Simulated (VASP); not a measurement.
Given:

```xyz
4
Lattice="4.7131 0.0000 0.0000 0.0000 4.7131 0.0000 0.0000 0.0000 4.7131" Properties=species:S:1:pos:R:3 pbc="T T T"
Tb     2.3565     0.0000     2.3565
Tb     0.0000     2.3565     2.3565
Tb     2.3565     2.3565     0.0000
Hg     0.0000     0.0000     0.0000
```

Calculation: PBEsol GGA, VASP's PBE PAW potentials (set 64) (plane waves; VASP). Settings: 400 eV cut-off, 7×7×7 Γ-centred mesh, tetrahedra with Blöchl corrections, potentials Tb_3 Hg.

The 4f electrons are frozen in the core of the lanthanide potential, so 4f levels, which can set the real gap, and their magnetism are missing.

Problem. The job: Tb3Hg (space group Pm-3m), 4 atoms, PBEsol, static run, 400 eV, 7×7×7 Γ-centred mesh. Roughly how much core time does it take on a busy server core?

Solution. About 20 core-seconds (one run on a shared machine, a rough figure). It had 20 irreducible k-points, 23 bands, up to 1935 plane waves and 15 electronic steps.

The structure comes from a computed database's Tb3Hg entry (Pm-3m); how it stands against other phases isn't given here. It was relaxed first, which changed the volume by -7 %.
